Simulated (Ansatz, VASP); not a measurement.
# Cross-check of Zr2CF2 (Zr2CF2 MXene monolayer) between VASP and Ansatz, part 2 of 2

One calculation is typed for both programs; each brings its own data sets. How far apart do they land? The cell is taken from a series of runs on this material, whose earlier steps may have relaxed, scaled, displaced or heated it; both programs get it as it stands.

VASP 6.6.1 and Ansatz 0.2.0.

So far: Set-up; VASP: single point, PBE, spin-orbit coupling.

## (3) Ansatz: single point, PBE, spin-orbit coupling

Level of this step: Ansatz beside VASP: Kohn-Sham DFT, plane waves, PBE, spin-orbit coupling (Ansatz).

Ansatz runs on its fully relativistic PAW (standard-fr) files.

The same cell, functional, mesh and smearing now go to Ansatz, which takes its cutoff from its data sets.

Contents of input.yaml:

```yaml
crystal:
  lattice:
    - [3.2818914181, 0.0, 0.0]
    - [-1.6409457091, 2.8422013406, 0.0]
    - [0.0, 0.0, 23.1361662452]
  atoms:
    - { symbol: F, position: [0.3333333333, 0.6666666667, 0.3890013542] }
    - { symbol: Zr, position: [0.6666666667, 0.3333333333, 0.4467263161] }
    - { symbol: C, position: [0.0, 0.0, 0.5] }
    - { symbol: Zr, position: [0.3333333333, 0.6666666667, 0.5532736839] }
    - { symbol: F, position: [0.6666666667, 0.3333333333, 0.6109986458] }
kpoints:
  mp_grid: { grid: [12, 12, 1] }
  band_path:
    path: [[0, 0, 0], [0.5, 0, 0], [0.33333333, 0.33333333, 0], [0, 0, 0]]
    npoints: 16
hamiltonian:
  xc: pbe
  pseudopotentials: { kind: paw_fr }
magnetization:
  noncollinear: true
  spin_orbit: true
scf:
  occupations: { method: fermi_dirac, width: 0.05 }
  convergence: { dr2_threshold: 1.0e-09 }
efield:
  axis: 3
  dipole_correction: true
  ramp_position: 0.97
  ramp_width: 0.06
  amplitude: 0
output:
  write_potential: true
  write_density: true
  volumetric_format: npy
```

Command:

```
$ ansatz run input.yaml --threads 4 --pin off --max-ram 6144MiB --backend cpu --events-out ev --progress --plain --runs-dir out
```

Numbers of over 12 decimals in the logs are rounded to 6 here.

The log of the run:

```text
Engine: ansatz 0.2.0, x86_64-unknown-linux-gnu
Pseudopotentials: kind: paw_fr
Pseudopotential: F, paw_fr, valence charge 7, recommended cutoff 420 eV (normal), F.paw.azcp#standard-fr
Pseudopotential: Zr, paw_fr, valence charge 12, recommended cutoff 420 eV (normal), Zr.paw.azcp#standard-fr
Pseudopotential: C, paw_fr, valence charge 4, recommended cutoff 420 eV (normal), C.paw.azcp#standard-fr
Functional definition: PBE
  parameter kappa = 0.804
  parameter beta = 0.066725
  exchange = pbe_x(kappa = kappa, mu = beta*pi^2/3)
  correlation = pbe_c(beta = beta)
non-collinear run that drives no moment, with spin-orbit: no starting moment large enough to seed its density (crystal.atoms[].spin), no starting occupations that ask for one, no magnetisation constraint and no magnetic field, so the semilocal B_xc is pinned to zero
Crystal: 5 atoms, lattice volume = 215.809 Å³
Basis set: ecut = 420 eV, 4313 PW (Γ)
Bands: 52, of which v1, the nominal top of the filled ones, is band 42 counted from 1 (41 counted from 0)
Symmetry: 6 space group operations + 6 with time reversal
k-points: 19 of 144 (time reversal used)
Projection manifold: j_resolved (fully-relativistic pseudo-atomic orbitals)
Non-local potential: F, projectors of the file, l = 0: 2, l = 1: 4, l = 2: 2
Non-local potential: Zr, projectors of the file, l = 0: 3, l = 1: 4, l = 2: 4, l = 3: 4
Non-local potential: C, projectors of the file, l = 0: 2, l = 1: 4, l = 2: 2
PAW form: soft (Blöchl's): semilocal exchange-correlation on the pseudo side does not see the compensation charge
PAW one-centre angular grid: F, 110 points (default); XC on 64 Gauss nodes
PAW one-centre angular grid: Zr, 590 points (default); XC on 64 Gauss nodes
PAW one-centre angular grid: C, 110 points (default); XC on 64 Gauss nodes
Initial density: superposition of atomic densities (neutral atoms: chi_scale 0, normalization atom)
Initial wavefunctions: pseudopotential atomic-orbital guess
Functional: x = pbe(κ = 0.804, μ = 0.219515), c = pbe(β = 0.066725)
SCF iter   1: F=—  HF=-10248.031397 eV  |F-HF|=—  |Δ(HF+E_count)|=         —  Δρ=7.12e-2  dr2=2.05e1  dr2_m=0.00e0 (ungated)  ethr=3.10e-3  |M|=0.00e0 ∫|m|=0.00e0 μB  |m|>n=0.0e0 m-floor=0.0e0 τ_xc=0.0e0  β_m=1.00  p=0.000 e·Å  D=7.75e-14 V/Å  ΔV_dip=-0.00 eV  dr2_dipole=2.19e-8  V_vac-E_F(+/−)=7.66/7.66 eV  ⟨swp⟩=8.1  Hψ=5399  notcnv=0  defer=6
efield: sawtooth ramp at fractional position 0.9700 (set: `efield.ramp_position`, or a place that a band, a saddle search or an elastic batch's reference lends), width 0.0600; the density the first Hamiltonian is built on has a dipole p = 0.000 e·Å; the dipole correction subtracts the counter field D = 7.75e-14 V/Å, which shifts the + side's vacuum level by -0.00 eV against the − side's; the planar-averaged density in the ramp window peaks in size at 8.7e-7 e/Å³
preconditioner: auto → LDOS  [metal: Δε(μ)=0.077 eV  Ē_g=9.346 eV  σ=0.050 eV  W_gap=0.34  n_scr=14 (ndim 8)  ℏωp=11.9 eV  f_vac=0.659  D(μ)=1.01/eV (n_scr^D=6)  β→1.0]
spin=Noncollinear: LDOS preconditioning applied to the charge; magnetization (m_x, m_y, m_z) channels mix plain (no charge-response kernel on spin).
SCF iter   2: F=—  HF=-10252.348077 eV  |F-HF|=—  |Δ(HF+E_count)|=    4.32e0  Δρ=1.16e-1  dr2=4.10e1  dr2_m=0.00e0 (ungated)  ethr=3.10e-3  |M|=0.00e0 ∫|m|=0.00e0 μB  |m|>n=0.0e0 m-floor=0.0e0 τ_xc=0.0e0  β_m=0.48  p=0.000 e·Å  D=3.12e-5 V/Å  ΔV_dip=-0.00 eV  dr2_dipole=3.94e-7  V_vac-E_F(+/−)=1.59/1.59 eV  ⟨swp⟩=7.5  Hψ=3475  notcnv=0  defer=69
SCF iter   3: F=—  HF=-10243.550383 eV  |F-HF|=—  |Δ(HF+E_count)|=    8.80e0  Δρ=3.93e-2  dr2=3.41e0  dr2_m=0.00e0 (ungated)  ethr=3.10e-3  |M|=0.00e0 ∫|m|=0.00e0 μB  |m|>n=0.0e0 m-floor=0.0e0 τ_xc=0.0e0  β_m=0.85  p=0.000 e·Å  D=7.49e-6 V/Å  ΔV_dip=-0.00 eV  dr2_dipole=4.69e-8  V_vac-E_F(+/−)=3.71/3.72 eV  ⟨swp⟩=5.1  Hψ=2618  notcnv=0  defer=50
SCF iter   4: F=—  HF=-10242.940907 eV  |F-HF|=—  |Δ(HF+E_count)|=   6.09e-1  Δρ=1.47e-2  dr2=4.44e-1  dr2_m=0.00e0 (ungated)  ethr=3.10e-3  |M|=0.00e0 ∫|m|=0.00e0 μB  |m|>n=0.0e0 m-floor=0.0e0 τ_xc=0.0e0  β_m=0.67  p=0.000 e·Å  D=2.62e-5 V/Å  ΔV_dip=-0.00 eV  dr2_dipole=7.50e-10  V_vac-E_F(+/−)=3.37/3.37 eV  ⟨swp⟩=2.3  Hψ=1702  notcnv=0  defer=58
SCF iter   5: F=—  HF=-10242.803171 eV  |F-HF|=—  |Δ(HF+E_count)|=   1.38e-1  Δρ=4.69e-3  dr2=5.50e-2  dr2_m=0.00e0 (ungated)  ethr=1.06e-3  |M|=0.00e0 ∫|m|=0.00e0 μB  |m|>n=0.0e0 m-floor=0.0e0 τ_xc=0.0e0  β_m=0.67  p=0.000 e·Å  D=9.47e-6 V/Å  ΔV_dip=-0.00 eV  dr2_dipole=3.11e-9  V_vac-E_F(+/−)=3.72/3.72 eV  ⟨swp⟩=2.9  Hψ=1602  notcnv=0  defer=56
SCF iter   6: F=—  HF=-10242.788842 eV  |F-HF|=—  |Δ(HF+E_count)|=   1.43e-2  Δρ=1.57e-3  dr2=3.52e-3  dr2_m=0.00e0 (ungated)  ethr=1.31e-4  |M|=0.00e0 ∫|m|=0.00e0 μB  |m|>n=0.0e0 m-floor=0.0e0 τ_xc=0.0e0  β_m=0.79  p=0.000 e·Å  D=4.19e-6 V/Å  ΔV_dip=-0.00 eV  dr2_dipole=6.30e-12  V_vac-E_F(+/−)=3.92/3.92 eV  ⟨swp⟩=3.8  Hψ=1942  notcnv=0  defer=57
SCF iter   7: F=—  HF=-10242.788237 eV  |F-HF|=—  |Δ(HF+E_count)|=   6.05e-4  Δρ=4.32e-4  dr2=3.21e-4  dr2_m=0.00e0 (ungated)  ethr=8.39e-6  |M|=0.00e0 ∫|m|=0.00e0 μB  |m|>n=0.0e0 m-floor=0.0e0 τ_xc=0.0e0  β_m=0.74  p=0.000 e·Å  D=1.72e-6 V/Å  ΔV_dip=-0.00 eV  dr2_dipole=1.06e-10  V_vac-E_F(+/−)=4.01/4.01 eV  ⟨swp⟩=3.2  Hψ=2203  notcnv=0  defer=56
SCF iter   8: F=—  HF=-10242.788225 eV  |F-HF|=—  |Δ(HF+E_count)|=   1.22e-5  Δρ=8.48e-5  dr2=1.41e-5  dr2_m=0.00e0 (ungated)  ethr=7.65e-7  |M|=0.00e0 ∫|m|=0.00e0 μB  |m|>n=0.0e0 m-floor=0.0e0 τ_xc=0.0e0  β_m=0.82  p=-0.000 e·Å  D=-2.31e-7 V/Å  ΔV_dip=0.00 eV  dr2_dipole=3.39e-12  V_vac-E_F(+/−)=3.99/3.99 eV  ⟨swp⟩=2.7  Hψ=1720  notcnv=0  defer=56
SCF iter   9: F=—  HF=-10242.788232 eV  |F-HF|=—  |Δ(HF+E_count)|=   7.17e-6  Δρ=1.53e-5  dr2=5.17e-7  dr2_m=0.00e0 (ungated)  ethr=3.35e-8  |M|=0.00e0 ∫|m|=0.00e0 μB  |m|>n=0.0e0 m-floor=0.0e0 τ_xc=0.0e0  β_m=0.91  p=0.000 e·Å  D=3.95e-7 V/Å  ΔV_dip=-0.00 eV  dr2_dipole=1.03e-12  V_vac-E_F(+/−)=3.98/3.98 eV  ⟨swp⟩=2.1  Hψ=1526  notcnv=0  defer=56
SCF iter  10: F=—  HF=-10242.788133 eV  |F-HF|=—  |Δ(HF+E_count)|=   9.90e-5  Δρ=4.61e-6  dr2=2.74e-8  dr2_m=0.00e0 (ungated)  ethr=1.23e-9  |M|=0.00e0 ∫|m|=0.00e0 μB  |m|>n=0.0e0 m-floor=0.0e0 τ_xc=0.0e0  β_m=0.91  p=-0.000 e·Å  D=-6.94e-7 V/Å  ΔV_dip=0.00 eV  dr2_dipole=3.22e-12  V_vac-E_F(+/−)=3.98/3.98 eV  ⟨swp⟩=2.6  Hψ=1827  notcnv=0  defer=56
SCF iter  11: F=—  HF=-10242.788133 eV  |F-HF|=—  |Δ(HF+E_count)|=   5.11e-9  Δρ=9.02e-7  dr2=1.34e-9  dr2_m=0.00e0 (ungated)  ethr=6.53e-11  |M|=0.00e0 ∫|m|=0.00e0 μB  |m|>n=0.0e0 m-floor=0.0e0 τ_xc=0.0e0  β_m=0.83  p=0.000 e·Å  D=6.41e-7 V/Å  ΔV_dip=-0.00 eV  dr2_dipole=2.23e-12  V_vac-E_F(+/−)=3.98/3.98 eV  ⟨swp⟩=2.8  Hψ=1878  notcnv=0  defer=56
SCF iter  12: F=-10242.788133 eV  HF=-10242.788133 eV  |F-HF|=3.64e-12  |Δ(HF+E_count)|=  8.37e-11  Δρ=2.25e-7  dr2=7.87e-11  dr2_m=0.00e0 (ungated)  ethr=2.38e-12  |M|=0.00e0 ∫|m|=0.00e0 μB  |m|>n=0.0e0 m-floor=0.0e0 τ_xc=0.0e0  p=-0.000 e·Å  D=-3.32e-7 V/Å  ΔV_dip=0.00 eV  dr2_dipole=9.43e-13  V_vac-E_F(+/−)=3.98/3.98 eV  ⟨swp⟩=14.9  Hψ=3869  notcnv=0
SCF 1 converged in 12 iterations: F = -10242.788133 eV  dr2 = 7.87e-11
  greatest PAW one-centre occupation: 0.996 electrons in one spin orbital (limit 2), on the Zr atom at site 1 (counted from 0), in its partial waves of l = 0
NSCF: frozen V_eff on 49 k-points
efield: sawtooth ramp at fractional position 0.9700 (kept from the solve that this one continues, or follows in the run), width 0.0600; the density the first Hamiltonian is built on has a dipole p = -0.000 e·Å; the dipole correction subtracts the counter field D = -3.32e-7 V/Å, which shifts the + side's vacuum level by +0.00 eV against the − side's; the planar-averaged density in the ramp window peaks in size at 3.5e-7 e/Å³
WARN: The output density's exchange-correlation potential varies sharply where the density is thin. Do not read a vacuum level from v_tot or v_xc, or from such a field of the output density. On a cell that repeats whose density bears no net charge and no dipole along the vacuum's axis use v_es (v_loc + v_h of the components); under efield.dipole_correction with no amplitude use v_es + v_field, which holds any externa [...]
SCF converged after 12 iterations
Magnetization: |M| = 0.0000 μB,  M = (+0.0000, +0.0000, +0.0000) μB
Absolute magnetization: 0.0000 μB (∫|m|)
  site 0: m = (+0.0000, +0.0000, +0.0000) μB, |m| = 0.0000 μB  (R = 0.96 Å)
  site 1: m = (+0.0000, +0.0000, +0.0000) μB, |m| = 0.0000 μB  (R = 0.93 Å)
  site 2: m = (+0.0000, +0.0000, +0.0000) μB, |m| = 0.0000 μB  (R = 0.93 Å)
  site 3: m = (+0.0000, +0.0000, +0.0000) μB, |m| = 0.0000 μB  (R = 0.93 Å)
  site 4: m = (+0.0000, +0.0000, +0.0000) μB, |m| = 0.0000 μB  (R = 0.96 Å)
Free energy (F): -10242.788133 eV
Harris-Foulkes:  -10242.788133 eV  (|F-HF|=3.64e-12)
Internal energy: -10242.776480 eV  (E = F + TS)
E sigma→0 (E₀):  -10242.782307 eV
Entropy (-TS):   -0.011653 eV (-2.331 meV/atom)
Fermi energy:    1.275940 eV
Dipole field:    D = 0.000001 V/Å  (p = 0.000001 e·Å, saw-weighted, corrected)
Work function:   Φ+ = 3.9838 eV   Φ− = 3.9839 eV
Levels:          The Fermi level and band energies are counted from a zero that moves with the ramp; work functions are not
--- Per-component energies (eV) ---
  E_band       = -707.367142
  E_kinetic    = 1173.496577
  E_local      = -37460.822509  (includes V_loc(G=0)·N_el)
  E_nonlocal   = 331.068361
  E_hartree    = 18098.710843
  E_xc         = -534.516473
  E_vxc        = -650.704647  (∫ρ·V_xc dr)
  E_paw        = -6408.604474  (= ΣΔE_a)
  E_vpaw       = -297.830960  (= ΣTr[D̂ρ^β])
  E_aug_tail   = 0.004133  (compensation charges beyond the density's cutoff)
  E_efield     = 0.000000  (sawtooth field / dipole correction)
  E_vefield    = 0.000000  (∫n·V_field dr)
  E_ewald      = 14557.887061
  E_smearing   = -0.011653  (= −TS)
  E_closure    = -0.000000  (closes the sum)
  Σ components = -10242.788133   (vs F -10242.788133, Δ=0.00e0)
--- Band table (eV; the first three rows and the last of 19) ---
  k-point 0: bands = [... 38 lower, -1.7972, -1.7972, 1.4404, 1.4404, 1.4748, 1.4748, 1.6823, 1.6823, ... 6 higher]
  k-point 1: bands = [... 38 lower, -1.8142, -1.8142, 1.2002, 1.2002, 1.6051, 1.6051, 1.7499, 1.7499, ... 6 higher]
  k-point 2: bands = [... 38 lower, -1.8381, -1.8381, 0.6363, 0.6363, 1.9695, 1.9695, 2.0452, 2.0452, ... 6 higher]
  k-point 18: bands = [... 38 lower, -2.1159, -2.1159, 1.6984, 1.6984, 2.4962, 2.4962, 2.5410, 2.5410, ... 6 higher]
```

## (4) Comparison

Known differences besides the potentials themselves: spin-orbit coupling enters by fully relativistic files in Ansatz and inside the spheres in VASP; the cutoff is 420 eV in Ansatz and 520 eV in VASP. Total energies have different zeros and are not compared.

The two programs side by side:

```tsv
quantity	Ansatz	VASP	difference
work function, lower of the two faces (eV)	3.98	4.02	-0.03
work function, higher of the two faces (eV)	3.98	4.02	-0.03
```

With vacuum in the cell, a pressure given here is an average over mostly empty space and none of the material.

## (5) Outcome

```yaml
difference_in_work_function_lower_of_the_two_faces_single_point_pbe_spin_orbit_coupling: -0.034 eV
```

The difference in work function, lower of the two faces is -0.034 eV (single point, PBE, spin-orbit coupling). How closely two codes agree says nothing of how well the functional describes the real material.

[Lines on the potential files, build, host, timing and source positions are cut from VASP's logs without a mark.]

[Logs are printed without paths, hosts, clocks, repeated set-up lines and the standing remarks that a program may print on its own settings, such as how far it seeks lower states.]

[Hosts, paths, dates, database ids (printed as entryN), source tags and the programs' standing remarks are cut or masked in the printed files.]
